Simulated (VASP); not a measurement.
An input for Quantum ESPRESSO's pw.x (written as the equivalent of a VASP run, and not itself run):

```
&CONTROL
  calculation = 'scf'
  pseudo_dir = './pseudo'
  outdir = './out'
  tprnfor = .true.
  tstress = .true.
/
&SYSTEM
  ibrav = 0
  nat = 2
  ntyp = 2
  ecutwfc = 96
  occupations = 'smearing'
  smearing = 'methfessel-paxton'
  degauss = 0.00147
  input_dft = 'pbe'
/
&ELECTRONS
  conv_thr = 7.3e-08
  electron_maxstep = 100
/
ATOMIC_SPECIES
  Ti 47.867 Ti.upf
  Co 58.933 Co.upf
CELL_PARAMETERS angstrom
     3.0114220    0.0000000    0.0000000
     0.0000000    3.0177400    0.0000000
     0.0000000    0.0000000    3.0244450
ATOMIC_POSITIONS crystal
  Ti   0.0000000  0.0000000  0.0000000
  Co   0.5309000  0.5000000  0.5000000
K_POINTS automatic
  11 11 11 0 0 0
```

Task: Translate this input to VASP (INCAR, KPOINTS, POSCAR, choice of POTCAR).

Result: One answer among several that fit: 
File KPOINTS:
```
Automatic mesh
0
Gamma
11 11 11
0 0 0
```

File POSCAR:
```
TiCo
1
    3.0114220000     0.0000000000     0.0000000000
    0.0000000000     3.0177400000     0.0000000000
    0.0000000000     0.0000000000     3.0244450000
Ti Co
1 1
Direct
  0.0000000000   0.0000000000   0.0000000000
  0.5309000000   0.5000000000   0.5000000000
```

INCAR:
```
NELM = 100   # most electronic steps
LASPH = .TRUE.
ISMEAR = 1   # Methfessel-Paxton
ISIF = 2   # forces and stress, cell fixed
LMAXMIX = 4
ALGO = Normal   # blocked Davidson
GGA = PE
LREAL = .FALSE.
LCHARG = .FALSE.
SYSTEM = TiCo
SIGMA = 0.02
ENCUT = 400   # plane-wave cut-off (eV)
PREC = Accurate
LWAVE = .FALSE.
EDIFF = 1E-6   # SCF stop (eV)
```

POTCAR, in this order: Ti_sv Co (PBE.64 set). Program: vasp_std.

The two are equivalent in intent, not identical: the potentials are each code's own (VASP's PAW set, PseudoDojo norm-conserving files in pw.x), so ENCUT and ecutwfc are chosen apart and not converted; conv_thr bounds pw.x's estimated SCF error, while EDIFF bounds the energy change between steps.

The compound is TiCo in the CsCl type structure. The cell was not relaxed at this level, atoms are displaced from their ideal sites. The run is one of a series of settings (SIGMA = 0.02 against the base run), some of them coarse on purpose.
